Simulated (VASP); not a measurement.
Consider the following.

```
CELL_PARAMETERS angstrom
      3.27156     0.00000     0.00000
      0.00000     3.27156     0.00000
      0.00000     0.00000     3.27156
ATOMIC_POSITIONS crystal
  Mg 0.00000 0.00000 0.00000
  Ni 0.50000 0.50000 0.50000
  H  0.50000 0.50000 0.00000
  H  0.00000 0.50000 0.50000
  H  0.50000 0.00000 0.50000
```

Level of theory: LDA (Ceperley-Alder, Perdew-Zunger), VASP's LDA PAW potentials (set 64) (plane waves; VASP). Settings: 400 eV cut-off, Gaussian smearing of 0.050 eV, potentials Mg Ni H.

Task: Give the energies of bands 1 to 10 at the high-symmetry points, in eV from the Fermi level.

Result: 
| band | Γ | X | M | R |
|---|---|---|---|---|
| 1 | -12.43 | -10.08 | -7.85 | -5.45 |
| 2 | -6.61 | -8.33 | -6.70 | -5.45 |
| 3 | -6.61 | -6.28 | -6.70 | -5.45 |
| 4 | -2.63 | -3.07 | -4.75 | -4.13 |
| 5 | -2.63 | -3.07 | -2.99 | -4.13 |
| 6 | -2.63 | -2.59 | -2.99 | -4.13 |
| 7 | 2.91 | -2.48 | -2.68 | -2.66 |
| 8 | 2.91 | 3.84 | -1.80 | -2.66 |
| 9 | 3.06 | 4.41 | 1.09 | 1.50 |
| 10 | 3.06 | 5.76 | 6.53 | 2.69 |

It has no gap at this level: it comes out as a metal or semimetal.

The structure comes from a computed database's MgNiH3 entry (Pm-3m); how it stands against other phases isn't given here. It was relaxed first. The run is not spin-polarised, so no magnetic state was tried. The electron count is odd and the run is not spin-polarised, which forces a metal.
